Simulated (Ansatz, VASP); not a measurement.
## One calculation of B5O, two programs

```xyz
6
Lattice="4.4615 0.0000 0.0000 0.0000 4.4615 0.0000 0.0000 0.0000 4.6114" Properties=species:S:1:pos:R:3 pbc="T T T"
B     2.9825    0.0000    0.0000
B     1.4791    0.0000    0.0000
B     0.0000    2.9825    0.0000
B     0.0000    1.4791    0.0000
B     0.0000    0.0000    2.3057
O     0.0000    0.0000    0.0000
```

Alike in both runs: functional PBE; k mesh 8 × 8 × 8; occupations gaussian, width 0.1 eV; no spin polarisation.

Ansatz relaxed the structure, and its values are those at the end. VASP's run is a single point on that final structure, the one shown.

|  | VASP | Ansatz |
| --- | --- | --- |
| version | VASP 6.6.1 | Ansatz 0.2.0 |
| potentials or method | VASP PAW PBE potentials, release 64 (B, O) | scalar-relativistic, plane waves, PAW |
| plane-wave cutoff (eV) | 520 | 420 |
| valence electrons in the cell | 21 | 21 |

```tsv
	VASP	Ansatz	Ansatz less VASP
gap on the k mesh at the Fermi level (eV)	none	none	-
pressure (GPa)	-0.1	0.0	+0.06
rms of the force components (eV/Å)	0.012	0.000	-0.0115
```

A gap of «none» marks a metal or a gap that the smearing closes. The functional is the same, so the differences come from potentials, cutoffs and numerics.

Caveats: an odd number of electrons without spin polarisation forces a metal; a magnetic or distorted state may lie lower.
